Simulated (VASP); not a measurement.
Input:

```
CELL_PARAMETERS angstrom
      0.00000     2.27240     2.27240
      2.27240     0.00000     2.27240
      2.27240     2.27240     0.00000
ATOMIC_POSITIONS crystal
  B  0.00000 0.00000 0.00000
  P  0.25000 0.25000 0.25000
```

All values below come from TPSS meta-GGA, VASP's PBE PAW potentials (set 64) (plane waves; VASP). Settings: 520 eV cut-off, 11×11×11 Γ-centred mesh, tetrahedra with Blöchl corrections, potentials B P.

Question: Give the energies of bands 2 to 7 at the high-symmetry points, in eV from the valence-band maximum.

Answer: 
| band | Γ | X | U | L | W |
|---|---|---|---|---|---|
| 2 | 0.00 | -8.74 | -8.31 | -9.16 | -8.21 |
| 3 | 0.00 | -4.15 | -6.29 | -1.77 | -5.73 |
| 4 | 0.00 | -4.15 | -3.53 | -1.77 | -5.52 |
| 5 | 3.54 | 1.34 | 2.19 | 3.86 | 5.41 |
| 6 | 3.54 | 1.71 | 6.11 | 4.86 | 6.81 |
| 7 | 3.54 | 12.40 | 9.98 | 4.86 | 7.50 |

The gap is indirect, 1.27 eV, from the valence maximum at Γ to the conduction minimum at Γ-X at 0.89.

The compound is BP in the zinc blende structure. It was relaxed first.
